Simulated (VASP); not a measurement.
Given:

```
PbO
1.0
    3.97561     0.00000     0.00000
    0.00000     3.97561     0.00000
    0.00000     0.00000     5.29798
Pb O
2 2
Direct
  0.50000   0.00000   0.77990
  0.00000   0.50000   0.22010
  0.50000   0.50000   0.00000
  0.00000   0.00000   0.00000
```

Method: PW91 GGA, VASP's PBE PAW potentials (set 64) (plane waves; VASP 6.6.1). Settings: 520 eV cut-off, 6×6×4 Γ-centred mesh, Gaussian smearing of 0.050 eV, potentials Pb_d O.

Without a dispersion term in the relaxation, distances and binding between the weakly bound layers, chains or molecules are unreliable, and so is what depends on them.

Q: The ions and cell shape at fixed volume are relaxed. Give the cell that the relaxation ends in.

A: 
```
PbO
1.0
    4.04096     0.00000     0.00000
    0.00000     4.04096     0.00000
    0.00000     0.00000     5.12801
Pb O
2 2
Cartesian
  2.02048   0.00000   3.93695
  0.00000   2.02048   1.19106
  2.02048   2.02048   5.12801
  0.00000   0.00000   5.12801
```
Space group P4/nmm (129), at a tolerance of 0.03 Å.

Q: How much energy does the relaxation gain?

A: The energy (σ→0) changes by -15.0 meV/atom, in 8 ionic steps.

| step | E(σ→0) (eV) | max force (eV/Å) | pressure (GPa) | volume (Å³) |
|---|---|---|---|---|
| 1 | -21.6352 | 0.870 | 4.86 | 83.74 |
| 2 | -21.6809 | 0.178 | 2.48 | 83.74 |
| 3 | -21.6837 | 0.038 | 1.76 | 83.74 |
| 4 | -21.6893 | 0.017 | 1.57 | 83.74 |
| 5 | -21.6948 | 0.020 | 1.15 | 83.74 |
| 6 | -21.6950 | 0.026 | 1.08 | 83.74 |
| 7 | -21.6950 | 0.027 | 1.06 | 83.74 |
| 8 | -21.6950 | 0.006 | 0.95 | 83.74 |

The compound is PbO in the litharge structure. This cell is one point of a volume scan, at 0.94 of the reference volume. Symmetry was kept, so distortions that lower it aren't found.
